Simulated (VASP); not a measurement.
Input:

```xyz
2
Lattice="2.8135 0.0000 0.0000 0.0000 2.8135 0.0000 0.0000 0.0000 4.0456" Properties=species:S:1:pos:R:3 pbc="T T T"
Ti     0.0000     0.0000     0.0000
Al     1.4067     1.4067     2.0228
```

These are revPBE GGA, VASP's PBE PAW potentials (set 64) (plane waves; VASP 6.6.1) values and carry that method's errors. Settings: 520 eV cut-off, 13×13×9 Γ-centred mesh, first-order Methfessel-Paxton smearing of 0.10 eV, potentials Ti_sv Al.

Question: Give the stress tensor in GPa (positive for a compressed cell).

Answer: 
```
3.56  0.00  0.00
0.00  3.56  0.00
0.00  0.00  3.52
```
The pressure is its mean diagonal, 3.54 GPa.

The compound is TiAl in the L1_0 structure. This cell is one point of a volume scan, at 0.97 of the reference volume. The electron count is odd and the run is not spin-polarised, which forces a metal.
